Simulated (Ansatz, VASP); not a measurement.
HfO2 with different potentials

System: HfO₂ (fluorite type, first atom moved by 0.06 Å along [111]), 3 atoms in the cell.

```yaml
crystal:
  lattice:
    - [0.00000, 2.53500, 2.53500]
    - [2.53500, 0.00000, 2.53500]
    - [2.53500, 2.53500, 0.00000]
  atoms:
    - { symbol: Hf, position: [0.00683, 0.00683, 0.00683] }
    - { symbol: O, position: [0.25000, 0.25000, 0.25000] }
    - { symbol: O, position: [0.75000, 0.75000, 0.75000] }
```
Lattice in Å, positions in fractions of it.

All runs use HSE06; k-mesh 4×4×4 Γ-centred; Fermi–Dirac smearing of 0.05 eV; no spin polarisation; no spin–orbit coupling. Exact exchange at q = 0 is regularized (HFRCUT = 0 in VASP). VASP pressures are printed at a fixed basis; Ansatz's pressures include its basis correction. The all-electron reference is a plane-wave run on PAW datasets generated for this crystal and functional, not LAPW.

```json
{"run": "Ansatz PAW soft set 1, 420 eV", "pressure (GPa)": "-1.68", "Fx on Hf1 (eV/Å)": "-0.206"}
{"run": "Ansatz with JTH PAW, 1380 eV", "pressure (GPa)": "-4.42", "Fx on Hf1 (eV/Å)": "-0.210"}
{"run": "VASP, Hf_pv/O, 520 eV", "pressure (GPa)": "-6.61", "Fx on Hf1 (eV/Å)": "-0.180"}
{"run": "Ansatz hand-made PAW, 930 eV", "pressure (GPa)": "-1.79", "Fx on Hf1 (eV/Å)": "-0.202"}
{"run": "Ansatz PAW hard set, 700 eV", "pressure (GPa)": "-1.85", "Fx on Hf1 (eV/Å)": "-0.203"}
```

**Question.** What does the all-electron calculation give for these quantities?

**Answer.** Ansatz all-electron PAW datasets made for this crystal, inner shells by Dirac's equation, 520 eV: pressure -1.75 GPa, Fx on Hf1 -0.203 eV/Å. All forces:

```json
{"atom": "Hf1", "Fx (eV/Å)": "-0.203", "Fy (eV/Å)": "-0.203", "Fz (eV/Å)": "-0.203"}
{"atom": "O2", "Fx (eV/Å)": "0.129", "Fy (eV/Å)": "0.129", "Fz (eV/Å)": "0.129"}
{"atom": "O3", "Fx (eV/Å)": "0.074", "Fy (eV/Å)": "0.074", "Fz (eV/Å)": "0.074"}
```

This cubic structure is a model: it isn't the usual form of the substance at ambient conditions, and such phases are metastable or hypothetical. Potentials made with PBE were used with another functional (at least in: Ansatz with JTH PAW, 1380 eV; VASP, Hf_pv/O, 520 eV; Ansatz PAW hard set, 700 eV).
